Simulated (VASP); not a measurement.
Energy against volume of SiC (wurtzite). Calculation: optB86b-vdW, VASP's PBE PAW potentials (set 64) (plane waves; VASP 6.6.1). Run with 520 eV cut-off, 8×8×5 Γ-centred mesh, Gaussian smearing of 0.050 eV, potentials Si C.

Shape and ions are relaxed at each volume.

```
V (Å³/atom)  E (eV/atom)
-----------  -----------
10.148          -6.47884
10.462          -6.48558
10.776          -6.47963
11.090          -6.46274
```

Question: Fit these four points and predict the energy of the run at 9.834 Å³/atom.

Answer: A cubic in V^(−2/3), the third-order Birch-Murnaghan form, passes through the four points with V0 = 10.46 Å³/atom and B0 = 215 GPa, and gives -6.4574 eV/atom there. The run gave -6.4574 eV/atom, +0.0 meV/atom from the fit; all five points give B0 = 215 GPa.

The compound is SiC in the wurtzite structure, the rare 2H polytype. It was relaxed first.
